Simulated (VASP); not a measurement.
These are PBEsol GGA, VASP's PBE PAW potentials (set 64) (plane waves; VASP) values and carry that method's errors.

Input for VASP

POSCAR:
```
ZnO
3.2379250
  0.4999999217  -0.8660254019   0.0000000000
  0.4999999217   0.8660254019   0.0000000000
  0.0000000000   0.0000000000   1.6133082459
Zn O
2 2
Cart
  0.4999999217  -0.2886757113   0.8091251047
  0.4999999217   0.2886757113   0.0024709818
  0.4999999217  -0.2886757113   1.4204668911
  0.4999999217   0.2886757113   0.6138127681
```

KPOINTS:
```
kpoints
0
gamma
  8 8 4
```

**INCAR**
```
! general
SYSTEM  = ZnO
PREC    = Accurate
ENCUT   = 600
LREAL   = .FALSE.
LASPH   = .TRUE.

! electronic loop
EDIFF   = 1E-7
NELM    = 100
ALGO    = Normal
LMAXMIX = 4

! smearing
ISMEAR  = 0
SIGMA   = 0.05

! functional
GGA     = PS

! ions
ISIF    = 2

! output
LWAVE   = .FALSE.
LCHARG  = .FALSE.
```

POTCAR, in this order: Zn O (PBE.64 set). Program: vasp_std.

Output of the run:

**OUTCAR**
```
 ion  position               nearest neighbor table
   1  0.667  0.333  0.502-   4 1.97   4 1.97   4 1.97   3 1.98
   2  0.333  0.667  0.002-   3 1.97   3 1.97   3 1.97   4 1.98
   3  0.667  0.333  0.880-   2 1.97   2 1.97   2 1.97   1 1.98
   4  0.333  0.667  0.380-   1 1.97   1 1.97   1 1.97   2 1.98
  LATTYP: Found a hexagonal cell.
 ALAT       =     3.2379248681
 C/A-ratio  =     1.6133083116
 Subroutine PRICEL returns:
 Original cell was already a primitive cell.
 Subroutine GETGRP returns: Found 12 space group operations
The static configuration has the point symmetry C_3v.
 The point group associated with its full space group is C_6v.
The dynamic configuration has the point symmetry C_3v.
 Subroutine INISYM returns: Found 12 space group operations
 Subroutine IBZKPT returns following result:
 Found     30 irreducible k-points:

 Following reciprocal coordinates:
            Coordinates               Weight
  0.000000  0.000000  0.000000      1.000000
  0.125000  0.000000  0.000000      6.000000
  0.250000  0.000000  0.000000      6.000000
  0.375000  0.000000  0.000000      6.000000
  0.500000  0.000000  0.000000      3.000000
  0.125000  0.125000  0.000000      6.000000
  0.250000  0.125000  0.000000     12.000000
  0.375000  0.125000  0.000000     12.000000
  0.250000  0.250000  0.000000      6.000000
  0.375000  0.250000  0.000000      6.000000
  0.000000  0.000000  0.250000      2.000000
  0.125000  0.000000  0.250000     12.000000
  0.250000  0.000000  0.250000     12.000000
  0.375000  0.000000  0.250000     12.000000
  0.500000  0.000000  0.250000      6.000000
  0.125000  0.125000  0.250000     12.000000
  0.250000  0.125000  0.250000     24.000000
  0.375000  0.125000  0.250000     24.000000
  0.250000  0.250000  0.250000     12.000000
  0.375000  0.250000  0.250000     12.000000
  0.000000  0.000000  0.500000      1.000000
  0.125000  0.000000  0.500000      6.000000
  0.250000  0.000000  0.500000      6.000000
  0.375000  0.000000  0.500000      6.000000
  0.500000  0.000000  0.500000      3.000000
  0.125000  0.125000  0.500000      6.000000
  0.250000  0.125000  0.500000     12.000000
  0.375000  0.125000  0.500000     12.000000
  0.250000  0.250000  0.500000      6.000000
  0.375000  0.250000  0.500000      6.000000
   k-points           NKPTS =     30   k-points in BZ     NKDIM =     30   number of bands    NBANDS=     22
   number of dos      NEDOS =    301   number of ions     NIONS =      4
   total plane-waves  NPLWV =  32928
   dimension x,y,z NGX =    28 NGY =   28 NGZ =   42
   dimension x,y,z NGXF=    56 NGYF=   56 NGZF=   84
   ions per type =               2   2
   PREC   = accura    normal or accurate (medium, high low for compatibility)
   ISTART =      0    job   : 0-new  1-cont  2-samecut
   ICHARG =      2    charge: 1-file 2-atom 10-const
   ISPIN  =      1    spin polarized calculation?
   LNONCOLLINEAR =      F non collinear calculations
   LSORBIT =      F    spin-orbit coupling
   INIWAV =      1    electr: 0-lowe 1-rand  2-diag
   ENCUT  =  600.0 eV  44.10 Ry    6.64 a.u.   6.47  6.47 10.43*2*pi/ulx,y,z
   NELM   =    100;   NELMIN=  2; NELMDL= -5     # of ELM steps
   EDIFF  = 0.1E-06   stopping-criterion for ELM
   LREAL  =      F    real-space projection
   NLSPLINE    = F    spline interpolate recip. space projectors
   LMAXMIX     =    4 max onsite mixed and CHGCAR
   VOSKOWN=      0    Vosko Wilk Nusair interpolation
   EDIFFG = 0.1E-05   stopping-criterion for IOM
   NSW    =      0    number of steps for IOM
   NBLOCK =      1;   KBLOCK =      1    inner block; outer block
   IBRION =     -1    ionic relax: 0-MD 1-quasi-New 2-CG
   NFREE  =      0    steps in history (QN), initial steepest desc. (CG)
...
```

File OSZICAR:
```
       N       E                     dE             d eps       ncg     rms          rms(c)
DAV:   1     0.302749996464E+03    0.30275E+03   -0.20767E+04  1320   0.265E+03
DAV:   2     0.109307026751E+02   -0.29182E+03   -0.28006E+03  1410   0.469E+02
DAV:   3    -0.214990538577E+02   -0.32430E+02   -0.31990E+02  1548   0.162E+02
DAV:   4    -0.222081225355E+02   -0.70907E+00   -0.70818E+00  1434   0.251E+01
DAV:   5    -0.222136509342E+02   -0.55284E-02   -0.55281E-02  1536   0.217E+00    0.145E+01
DAV:   6    -0.193271794869E+02    0.28865E+01   -0.10239E+01  2390   0.715E+01    0.940E+00
DAV:   7    -0.194581830188E+02   -0.13100E+00   -0.22978E+00  1370   0.182E+01    0.555E+00
DAV:   8    -0.194707516796E+02   -0.12569E-01   -0.76054E-01  1998   0.874E+00    0.174E+00
DAV:   9    -0.194121654410E+02    0.58586E-01   -0.15974E-01  2086   0.738E+00    0.374E-01
DAV:  10    -0.194148857800E+02   -0.27203E-02   -0.54046E-02  1356   0.178E+00    0.137E-01
DAV:  11    -0.194148027968E+02    0.82983E-04   -0.19810E-03  1868   0.792E-01    0.368E-02
DAV:  12    -0.194148290395E+02   -0.26243E-04   -0.23978E-04  1730   0.366E-01    0.143E-02
DAV:  13    -0.194148323248E+02   -0.32853E-05   -0.21952E-05  1496   0.983E-02    0.831E-03
DAV:  14    -0.194148334218E+02   -0.10970E-05   -0.38825E-06  1550   0.289E-02    0.715E-03
DAV:  15    -0.194148325629E+02    0.85889E-06   -0.17370E-06  1544   0.124E-02    0.176E-03
DAV:  16    -0.194148324624E+02    0.10057E-06   -0.28618E-07  1126   0.451E-03    0.599E-04
DAV:  17    -0.194148324370E+02    0.25328E-07   -0.14809E-08   660   0.220E-03
   1 F= -.19414832E+02 E0= -.19414832E+02  d E =-.117771E-10
```

OUTCAR:
```
------------------------ aborting loop because EDIFF is reached ----------------------------------------
  FORCE on cell =-STRESS in cart. coord.  units (eV):
  Direction    XX          YY          ZZ          XY          YZ          ZX
  --------------------------------------------------------------------------------------
  Total       -0.0578623     -0.0578623     -0.0135661      0.0000000      0.0000000      0.0000000
  in kB       -1.9545993     -1.9545999     -0.4582659      0.0000000      0.0000000      0.0000000
  external PRESSURE =      -1.4558217 kB  Pullay stress =       0.0000000 kB
  volume of cell :       47.43
      direct lattice vectors                 reciprocal lattice vectors
     1.618962247 -2.804125299  0.000000000     0.308839815 -0.178308723  0.000000000
     1.618962247  2.804125299  0.000000000     0.308839815  0.178308723  0.000000000
     0.000000000  0.000000000  5.223771102     0.000000000  0.000000000  0.191432584
  FREE ENERGIE OF THE ION-ELECTRON SYSTEM (eV)
  ---------------------------------------------------
  free  energy   TOTEN  =       -19.4148324370 eV

  energy  without entropy=      -19.4148324370  energy(sigma->0) =      -19.41483244
```
(Selected blocks of OUTCAR.)

The compound is ZnO in the wurtzite structure. It was relaxed first.
